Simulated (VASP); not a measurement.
Input:

```yaml
crystal:
  lattice:
    - [-1.67687, 1.67687, 1.67687]
    - [1.67687, -1.67687, 1.67687]
    - [1.67687, 1.67687, -1.67687]
  atoms:
    - { symbol: Ta, position: [0.00000, 0.00000, 0.00000] }
```

Method: vdW-DF-cx, VASP's PBE PAW potentials (set 64) (plane waves; VASP). Settings: 520 eV cut-off, 16×16×16 Γ-centred mesh, first-order Methfessel-Paxton smearing of 0.10 eV, potentials Ta_pv.

**Question.** Give the stress tensor in GPa (positive for a compressed cell).

**Answer.** 
```
-10.83    0.00    0.00
  0.00  -10.83    0.00
  0.00    0.00  -10.83
```
The pressure is its mean diagonal, -10.83 GPa.

The compound is Ta in the bcc structure. This cell is one point of a volume scan, at 1.06 of the reference volume.
